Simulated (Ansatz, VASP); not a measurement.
**Al2SiGeTe6 in two plane-wave programs**

One calculation is typed for both programs; each brings its own data sets. How far apart do they land? The cell is invented: As first built, before any earlier steps moved the atoms (in the runner's words): Ge for half of the Si in the AlSiTe3 structure of space group P-31m. It may not be a known or stable phase. The cell is taken from a series of runs on this material, whose earlier steps may have relaxed, scaled, displaced or heated it; both programs get it as it stands.

Calculated with Ansatz 0.2.0; plane waves, with VASP 6.6.1 beside it; relaxation of cell and atoms at r2SCAN.

**1. Starting point**

The structure is trigonal, space group P31m (No. 157). The conventional cell has a = 6.916 Å, b = 6.916 Å, c = 7.446 Å, α = 90.00°, β = 90.00°, γ = 120.00°. Nearest to Al lie 6 Te at 2.86 Å. Si has 1 Ge at 2.29 Å and 3 Te at 2.53 Å nearest. Nearest to Ge lie 1 Si at 2.29 Å and 3 Te at 2.53 Å. Nearest to Te lie 1 Ge at 2.53 Å and 2 Al at 2.86 Å. Te has 1 Si at 2.53 Å and 2 Al at 2.86 Å nearest. It derives from AlSiTe3. As first built, before any earlier steps moved the atoms (in the runner's words): Ge for half of the Si in the AlSiTe3 structure of space group P-31m. Farther neighbours and most contacts between anions are not listed.

**2. Ansatz: relaxation of cell and atoms, r2SCAN**

Ansatz runs on its default PAW (the set named soft_2) files.

The relaxed volume is the usual yardstick between codes: in a stiff, nearly cubic crystal its relative difference is about their pressure difference at one cell divided by the bulk modulus.

input.yaml reads:

```yaml
crystal:
  lattice:
    - [6.9163814372, 0.0, 0.0]
    - [-3.4581907186, 5.9897620269, 0.0]
    - [0.0, 0.0, 7.4464030433]
  atoms:
    - { symbol: Al, position: [0.6666666667, 0.3333333333, 0.5] }
    - { symbol: Al, position: [0.3333333333, 0.6666666667, 0.5] }
    - { symbol: Si, position: [0.0, 0.0, 0.34620141] }
    - { symbol: Ge, position: [0.0, 0.0, 0.65379859] }
    - { symbol: Te, position: [0.0, 0.646453685, 0.7387517] }
    - { symbol: Te, position: [0.353546315, 0.353546315, 0.7387517] }
    - { symbol: Te, position: [0.646453685, 0.0, 0.7387517] }
    - { symbol: Te, position: [0.646453685, 0.646453685, 0.2612483] }
    - { symbol: Te, position: [0.0, 0.353546315, 0.2612483] }
    - { symbol: Te, position: [0.353546315, 0.0, 0.2612483] }
kpoints:
  mp_grid: { grid: [4, 4, 4] }
scf:
  occupations: { method: gaussian, width: 0.03 }
hamiltonian:
  xc: r2scan
output:
  forces: true
  stress: true
relax:
  f_tol: 0.02
  max_steps: 60
  cell: {}
```

Launch:

```sh
ansatz run input.yaml --threads 2 --pin off --max-ram 4096MiB --backend cpu --events-out ev --progress --plain --runs-dir out
```

Numbers of over 12 decimals in the logs are rounded to 6 here.

The program printed:

```text
Engine: ansatz 0.2.0, aarch64-unknown-linux-gnu
Pseudopotentials: kind: paw
Pseudopotential: Al, paw, valence charge 3, recommended cutoff 500 eV (meta_gga), Al.paw.azcp
Pseudopotential: Si, paw, valence charge 4, recommended cutoff 500 eV (meta_gga), Si.paw.azcp
Pseudopotential: Ge, paw, valence charge 14, recommended cutoff 500 eV (meta_gga), Ge.paw.azcp
Pseudopotential: Te, paw, valence charge 16, recommended cutoff 500 eV (meta_gga), Te.paw.azcp
Functional definition: r2SCAN
  parameter k0 = 0.174
  parameter k1 = 0.065
  parameter a1 = 4.9479
  exchange = r2scan_x(k0 = k0, k1 = k1, a1 = a1)
  correlation = r2scan_c
Crystal: 10 atoms, lattice volume = 308.486 Å³
Basis set: ecut = 500 eV, 7839 PW (Γ), exchange–correlation on 216×216×240 points (64 copies of the dense FFT grid, shifted against one another)
Bands: 72, of which v1, the nominal top of the filled ones, is band 60 counted from 1 (59 counted from 0)
Symmetry: 6 space group operations
Space group: P31m (ITA 157), of the structure as read, at distance tolerance 6.8e-5 Å
k-points: 13 of 64 (time reversal used)
Non-local potential: Al, projectors of the file, l = 0: 2, l = 1: 2, l = 2: 1
Non-local potential: Si, projectors of the file, l = 0: 2, l = 1: 2, l = 2: 2
Non-local potential: Ge, projectors of the file, l = 0: 2, l = 1: 2, l = 2: 3, l = 3: 1
Non-local potential: Te, projectors of the file, l = 0: 2, l = 1: 2, l = 2: 2, l = 3: 2
PAW form: soft (Blöchl's): semilocal exchange-correlation on the pseudo side does not see the compensation charge
PAW frozen core: Al, regenerated for the run's functional (the file was generated under x = pbe(κ = 0.804, μ = 0.219515), c = pbe(β = 0.066725))
PAW frozen core: Si, regenerated for the run's functional (the file was generated under x = pbe(κ = 0.804, μ = 0.219515), c = pbe(β = 0.066725))
PAW frozen core: Ge, regenerated for the run's functional (the file was generated under x = pbe(κ = 0.804, μ = 0.219515), c = pbe(β = 0.066725))
PAW frozen core: Te, regenerated for the run's functional (the file was generated under x = pbe(κ = 0.804, μ = 0.219515), c = pbe(β = 0.066725))
PAW one-centre angular grid: Al, 302 points (default); XC on 160 Gauss nodes
PAW one-centre angular grid: Si, 302 points (default); XC on 160 Gauss nodes
PAW one-centre angular grid: Ge, 590 points (default); XC on 160 Gauss nodes
PAW one-centre angular grid: Te, 590 points (default); XC on 160 Gauss nodes
Initial density: superposition of atomic densities (neutral atoms: chi_scale 0, normalization atom), corrected by the library's trained network
Initial wavefunctions: pseudopotential atomic-orbital guess
Functional: x = r2scan, c = r2scan; τ floored in thin density (d = 2e-4 eV/Å³)
SCF iter   1: F=—  HF=-47994.772755 eV  |F-HF|=—  |Δ(HF+E_count)|=         —  Δρ=3.87e-3  dr2=1.05e-1  dr2_τ=2.30e-2  ethr=1.77e-3  ⟨swp⟩=7.2  Hψ=3829  notcnv=0  defer=5
preconditioner: auto → Resta (q_TF=auto, 2.331 Å⁻¹)  ε∞=3.9  [insulator: Δε(μ)=1.647 eV  Ē_g=8.824 eV  σ=0.030 eV  W_gap=1.00  n_scr=70 (ndim 8)  ℏωp=14.9 eV  f_vac=0.076  D(μ)=0.00/eV (n_scr^D=0)  ε∞_Penn≈3.9]
SCF iter   2: F=—  HF=-47994.853918 eV  |F-HF|=—  |Δ(HF+E_count)|=   8.12e-2  Δρ=2.10e-3  dr2=2.05e-2  dr2_τ=1.98e-4  ethr=8.74e-5  ⟨swp⟩=3.0  Hψ=1600  notcnv=0  defer=89
SCF iter   3: F=—  HF=-47994.852487 eV  |F-HF|=—  |Δ(HF+E_count)|=   1.43e-3  Δρ=7.90e-4  dr2=1.43e-3  dr2_τ=4.91e-5  ethr=1.71e-5  ⟨swp⟩=2.3  Hψ=1312  notcnv=0  defer=50
automatic band count: iteration 3 solves 69 bands in place of 72: the levels show a gap, and the empty bands left out lie too high to hold charge; the band table lists the bands solved (type scf.n_extra_bands for more)
SCF iter   4: F=—  HF=-47994.852274 eV  |F-HF|=—  |Δ(HF+E_count)|=   2.13e-4  Δρ=2.81e-4  dr2=1.86e-4  dr2_τ=3.96e-6  ethr=1.19e-6  ⟨swp⟩=2.0  Hψ=1234  notcnv=0  defer=50
SCF iter   5: F=—  HF=-47994.852288 eV  |F-HF|=—  |Δ(HF+E_count)|=   1.38e-5  Δρ=7.10e-5  dr2=1.79e-5  dr2_τ=5.21e-7  ethr=1.55e-7  ⟨swp⟩=2.0  Hψ=1237  notcnv=0  defer=50
SCF iter   6: F=—  HF=-47994.852244 eV  |F-HF|=—  |Δ(HF+E_count)|=   4.33e-5  Δρ=1.84e-5  dr2=1.34e-6  dr2_τ=1.62e-8  ethr=1.49e-8  ⟨swp⟩=2.0  Hψ=1237  notcnv=0  defer=50
SCF iter   7: F=—  HF=-47994.852245 eV  |F-HF|=—  |Δ(HF+E_count)|=   9.57e-7  Δρ=4.80e-6  dr2=1.23e-7  dr2_τ=1.10e-9  ethr=1.12e-9  ⟨swp⟩=2.0  Hψ=1237  notcnv=0  defer=50
SCF iter   8: F=-47994.852245 eV  HF=-47994.852245 eV  |F-HF|=5.38e-10  |Δ(HF+E_count)|=   8.08e-8  Δρ=1.44e-6  dr2=1.19e-8  dr2_τ=2.52e-10  ethr=8.33e-11  ⟨swp⟩=5.0  Hψ=2914  notcnv=0
SCF 1 converged in 8 iterations: F = -47994.852245 eV  dr2 = 1.19e-8
  greatest PAW one-centre occupation: 0.998 electrons in one spin orbital (limit 2), on the Ge atom at site 3 (counted from 0), in its partial waves of l = 2
[...]
Crystal: 10 atoms, lattice volume = 310.014 Å³
iter 1 solved again at ethr=9.89e-7 eV; its pass at ethr=3.10e-3 eV (dr2=1.19e-3 eV) is discarded
SCF iter   1: F=—  HF=-47994.917379 eV  |F-HF|=—  |Δ(HF+E_count)|=         —  Δρ=5.97e-4  dr2=1.30e-3  dr2_τ=6.41e-3  ethr=9.89e-7  ⟨swp⟩=2.9  Hψ=4254  notcnv=0
automatic band count: iteration 1 solves 69 bands in place of 72: the levels show a gap, and the empty bands left out lie too high to hold charge; the band table lists the bands solved (type scf.n_extra_bands for more)
preconditioner: auto → Resta (q_TF=auto, 2.329 Å⁻¹)  ε∞=4.2  [insulator: Δε(μ)=1.623 eV  Ē_g=8.304 eV  σ=0.030 eV  W_gap=1.00  n_scr=70 (ndim 8)  ℏωp=14.9 eV  f_vac=0.080  D(μ)=0.00/eV (n_scr^D=0)  ε∞_Penn≈4.2]
SCF iter   2: F=—  HF=-47994.921606 eV  |F-HF|=—  |Δ(HF+E_count)|=   4.23e-3  Δρ=3.63e-4  dr2=3.38e-4  dr2_τ=3.23e-6  ethr=9.89e-7  ⟨swp⟩=2.0  Hψ=1328  notcnv=0
SCF iter   3: F=—  HF=-47994.921626 eV  |F-HF|=—  |Δ(HF+E_count)|=   1.93e-5  Δρ=8.54e-5  dr2=3.02e-5  dr2_τ=9.34e-7  ethr=2.82e-7  ⟨swp⟩=2.0  Hψ=1146  notcnv=0
SCF iter   4: F=—  HF=-47994.921588 eV  |F-HF|=—  |Δ(HF+E_count)|=   3.79e-5  Δρ=2.42e-5  dr2=2.49e-6  dr2_τ=2.04e-8  ethr=2.52e-8  ⟨swp⟩=2.0  Hψ=1287  notcnv=0
SCF iter   5: F=—  HF=-47994.921589 eV  |F-HF|=—  |Δ(HF+E_count)|=   8.96e-7  Δρ=1.12e-5  dr2=5.22e-7  dr2_τ=5.24e-9  ethr=2.07e-9  ⟨swp⟩=2.0  Hψ=1287  notcnv=0
SCF iter   6: F=-47994.921589 eV  HF=-47994.921589 eV  |F-HF|=1.26e-8  |Δ(HF+E_count)|=   2.60e-8  Δρ=3.28e-6  dr2=4.32e-8  dr2_τ=1.10e-9  ethr=2.21e-10  ⟨swp⟩=5.0  Hψ=3146  notcnv=0
SCF 4 converged in 6 iterations: F = -47994.921589 eV  dr2 = 4.32e-8
relax step   4: F+E_penalty+E_count = -47994.92158861 eV  Δ(F+E_penalty+E_count) = -3.111e-3 eV  max|allowed force component| = 3.113e-2 eV/Å  Δτ_max = 0.0110 Å  P = -0.053 GPa  Ω = 310.014 Å³  energy of the carried Pulay correction = -1.508e-4 eV  (6 SCF iters, dr2 threshold 2.65e-7 eV, accepted)
[...]
relax step   5: F+E_penalty+E_count = -47994.92177679 eV  Δ(F+E_penalty+E_count) = -1.882e-4 eV  max|allowed force component| = 1.315e-2 eV/Å  Δτ_max = 0.0027 Å  P = +0.036 GPa  Ω = 309.535 Å³  energy of the carried Pulay correction = -1.037e-4 eV  (6 SCF iters, dr2 threshold 6.06e-8 eV, accepted)
[...]
relax step   6: F+E_penalty+E_count = -47994.92188567 eV  Δ(F+E_penalty+E_count) = -1.089e-4 eV  max|allowed force component| = 1.316e-2 eV/Å  Δτ_max = 0.0000 Å  P = +0.037 GPa  Ω = 309.535 Å³  stress off target by 3.69e-2 GPa  SCF on the basis re-selected at this cell (its energy is not comparable with the rows above)  (5 SCF iters)
basis re-selected at this cell: Δ(F+E_penalty+E_count) = -1.089e-4 eV, ΔP = +0.000 GPa vs the last step (what re-selecting the basis moved, of the pressure what is left beyond the Pulay correction that the steps carried, after the strain that the cell walked since its last selection, with what the two solves' SCF thresholds leave and, on support functions, any second-order correction that the steps lacked; it is no m [...]
SCF converged after 5 iterations
Free energy (F): -47994.921886 eV
Harris-Foulkes:  -47994.921886 eV  (|F-HF|=1.96e-10)
Internal energy: -47994.921886 eV  (E = F + TS)
E sigma→0 (E₀):  -47994.921886 eV
Fermi energy:    7.056577 eV
--- Per-component energies (eV) ---
  E_band       = -1955.074818
  E_kinetic    = 1278.245698
  E_local      = -12025.911499  (includes V_loc(G=0)·N_el)
  E_nonlocal   = -1398.895171
  E_hartree    = 6837.772793
  E_xc         = -883.983749
  E_vxc        = -848.412925  (∫ρ·V_xc dr)
  E_paw        = -31618.841736  (= ΣΔE_a)
  E_vpaw       = -2684.895282  (= ΣTr[D̂ρ^β])
  E_aug_tail   = -0.000216  (compensation charges beyond the density's cutoff)
  E_vtau       = 49.249025  (kinetic-family band-sum trace: ∫τ·v_τ [+ j·A + Jᵃ·Aᵃ] dr)
  E_ewald      = -10183.734725
  E_core_change = 0.426718  (= ΣΔE_core)
  E_smearing   = -0.000000  (= −TS)
  E_closure    = 0.000000  (closes the sum)
  Σ components = -47994.921886   (vs F -47994.921886, Δ=0.00e0)
--- Forces (eV/Å), atoms counted from 1 ---
  atom   1  Al     0.00000000    -0.00000000    -0.01048600
  atom   2  Al    -0.00000000     0.00000000    -0.01048600
  atom   3  Si     0.00000000    -0.00000000    -0.00359758
  atom   4  Ge     0.00000000     0.00000000    -0.01192366
  atom   5  Te     0.00043529    -0.00075395     0.01315554
  atom   6  Te     0.00043529     0.00075395     0.01315554
  atom   7  Te    -0.00087058     0.00000000     0.01315554
  atom   8  Te     0.00194851     0.00337491    -0.00099312
  atom   9  Te     0.00194851    -0.00337491    -0.00099312
  atom  10  Te    -0.00389701    -0.00000000    -0.00099312
  max |Σ_I F_I| component: 5.97e-6 eV/Å
--- Stress (GPa, compression-positive) ---
        0.036910       0.000000      -0.000000
        0.000000       0.036910      -0.000000
       -0.000000      -0.000000       0.036192
  P = ⅓ Tr σ = 0.0367 GPa (0.367 kbar)
--- Relaxed structure (5 steps of the walk, 5 accepted, 1 SCFs on fresh bases) ---
  F+E_penalty+E_count = -47994.92188567 eV   max|allowed force component| = 1.316e-2 eV/Å   (the final SCF, on the basis selected at the relaxed cell)
  cell:  # Å, volume = 309.5350 Å³
    - [6.926219, -7.281344352873814e-19, 0]
    - [-3.463110, 5.998282, 0]
    - [0, 0, 7.450521]
  atoms:
    - { symbol: Al, position: [0.666667, 0.333333, 0.502130] }
    - { symbol: Al, position: [0.333333, 0.666667, 0.502130] }
    - { symbol: Si, position: [4.474326023732845e-19, 1.8945156894930755e-19, 0.340514] }
    - { symbol: Ge, position: [4.474326023732844e-19, 1.8945156894930707e-19, 0.653701] }
    - { symbol: Te, position: [5.551115123125783e-17, 0.637779, 0.737586] }
    - { symbol: Te, position: [0.362221, 0.362221, 0.737586] }
    - { symbol: Te, position: [0.637779, 5.60136597308105e-19, 0.737586] }
    - { symbol: Te, position: [0.646914, 0.646914, 0.262922] }
    - { symbol: Te, position: [2.7755575615628914e-17, 0.353086, 0.262922] }
    - { symbol: Te, position: [0.353086, 2.091084162888672e-19, 0.262922] }
```

[end of part 1 of 2]

[Lines on the potential files, build, host, timing and source positions are cut from VASP's logs without a mark.]

[Logs are printed without paths, hosts, clocks, repeated set-up lines and the standing remarks that a program may print on its own settings, such as how far it seeks lower states.]

[Hosts, paths, dates, database ids (printed as entryN), source tags and the programs' standing remarks are cut or masked in the printed files.]
